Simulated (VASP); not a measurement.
These are PBE GGA, VASP's PBE PAW potentials (set 64) (plane waves; VASP) values and carry that method's errors. Each cell was relaxed at this level, without spin-orbit coupling.

Q: Which of these comes out without a gap?
(A) ZnO, P6_3mc (186)
(B) In, I4/mmm (139)
(C) Al2O3, R-3c (167)
(D) CdF2, Fm-3m (225)

A: B, In, I4/mmm (139). The others have gaps of 5.86 eV (Al2O3, R-3c (167)), 2.86 eV (CdF2, Fm-3m (225)), 0.72 eV (ZnO, P6_3mc (186)).
